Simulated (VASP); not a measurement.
Output of a VASP run:

### OSZICAR
```
       N       E                     dE             d eps       ncg     rms          rms(c)
DAV:   1     0.388463599664E+02    0.38846E+02   -0.83489E+03  2304   0.129E+03
DAV:   2    -0.225035336294E+02   -0.61350E+02   -0.57653E+02  3170   0.253E+02
DAV:   3    -0.247437659990E+02   -0.22402E+01   -0.22239E+01  2899   0.414E+01
DAV:   4    -0.247633069994E+02   -0.19541E-01   -0.19519E-01  2700   0.399E+00
DAV:   5    -0.247636504942E+02   -0.34349E-03   -0.34341E-03  3062   0.386E-01    0.473E+01
DAV:   6    -0.218439995956E+02    0.29197E+01   -0.15800E+01  2660   0.280E+01    0.399E+01
DAV:   7    -0.217768165392E+02    0.67183E-01   -0.70357E-01  2600   0.764E+00    0.260E+01
DAV:   8    -0.217643805715E+02    0.12436E-01   -0.15130E-01  2664   0.359E+00    0.624E+00
DAV:   9    -0.217526131714E+02    0.11767E-01   -0.67086E-02  2685   0.180E+00    0.151E+00
DAV:  10    -0.217521929888E+02    0.42018E-03   -0.23994E-03  2688   0.454E-01    0.330E-01
DAV:  11    -0.217521993942E+02   -0.64054E-05   -0.23595E-04  2882   0.136E-01    0.501E-02
DAV:  12    -0.217521958015E+02    0.35927E-05   -0.16175E-05  2784   0.373E-02    0.344E-02
DAV:  13    -0.217521955342E+02    0.26729E-06   -0.64586E-07  2703   0.873E-03    0.583E-04
DAV:  14    -0.217521955497E+02   -0.15470E-07   -0.95240E-09  1441   0.112E-03
   1 F= -.22370138E+02 E0= -.22369947E+02  d E =-.574851E-03
```

File OUTCAR:
```
------------------------ aborting loop because EDIFF is reached ----------------------------------------
 Edisp (eV)   -0.61794
  FORCE on cell =-STRESS in cart. coord.  units (eV):
  Direction    XX          YY          ZZ          XY          YZ          ZX
  --------------------------------------------------------------------------------------
  Total      -1.15075    -1.15075    -1.15075     0.00000    -0.00000     0.00000
  in kB     -78.39259   -78.39259   -78.39259     0.00000    -0.00000     0.00000
  external pressure =      -78.39 kB  Pullay stress =        0.00 kB
  volume of cell :       23.52
      direct lattice vectors                 reciprocal lattice vectors
     0.000000000  2.274025464  2.274025464    -0.219874407  0.219874407  0.219874407
     2.274025464  0.000000000  2.274025464     0.219874407 -0.219874407  0.219874407
     2.274025464  2.274025464  0.000000000     0.219874407  0.219874407 -0.219874407
 POSITION                                       TOTAL-FORCE (eV/Angst)
 -----------------------------------------------------------------------------------
      0.00000      0.00000      0.00000         0.000000     -0.000000     -0.000000
      2.27403      2.27403      2.27403         0.000000      0.000000      0.000000
 -----------------------------------------------------------------------------------
    total drift:                                0.000000     -0.000000     -0.000000
  FREE ENERGIE OF THE ION-ELECTRON SYSTEM (eV)
  ---------------------------------------------------
  free  energy   TOTEN  =       -22.3701384115 eV

  energy  without entropy=      -22.3695635603  energy(sigma->0) =      -22.36994679
```
(Selected blocks of OUTCAR.)

POSCAR:
```
HfN
1
    0.0000000000     2.2740254637     2.2740254637
    2.2740254637     0.0000000000     2.2740254637
    2.2740254637     2.2740254637     0.0000000000
Hf N
1 1
Direct
  0.0000000000   0.0000000000   0.0000000000
  0.5000000000   0.5000000000   0.5000000000
```

**Question.** Reconstruct the remaining input files.

**Answer.** This is not unique; one that fits is the input of the run itself, PBE GGA with D3 dispersion (zero damping), plane waves, VASP's PBE PAW potentials (set 64).

### KPOINTS
```
Automatic
0
gamma
14 14 14
0 0 0
```

**INCAR**
```
EDIFF=1E-7   # SCF stop (eV)
LMAXMIX=6   # l cut-off of mixed one-centre charges
LASPH=T   # aspherical one-centre terms
LCHARG=F
LWAVE=F
IVDW=11
ISIF=2
GGA=PE
LREAL=F   # projection in real space or not
NELM=100
PREC=Accurate
ISMEAR=1   # Methfessel-Paxton
ALGO=Normal
SYSTEM=HfN
SIGMA=0.1
ENCUT=520
```

POTCAR, in this order: Hf_pv N (PBE.64 set). Program: vasp_std.

The compound is HfN in the rock salt structure. This cell is one point of a volume scan, at 1.03 of the reference volume. The electron count is odd and the run is not spin-polarised, which forces a metal.
